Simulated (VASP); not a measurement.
Input:

```
CELL_PARAMETERS angstrom
      0.00000     2.59051     2.59051
      2.59051     0.00000     2.59051
      2.59051     2.59051     0.00000
ATOMIC_POSITIONS crystal
  Be 0.00000 0.00000 0.00000
  Se 0.25000 0.25000 0.25000
```

Level of theory: PBE GGA, VASP's PBE PAW potentials (set 64) (plane waves; VASP 6.6.1). Run with 500 eV cut-off, 9×9×9 Γ-centred mesh, Gaussian smearing of 0.050 eV, potentials Be Se.

Question: Estimate the energy per atom (σ→0).

Answer: 
The energy per atom (σ→0) is -4430 meV/atom.

Total energies compare only between runs with the same potentials, cut-off and functional.

The compound is BeSe in the zinc blende structure. It was relaxed first.
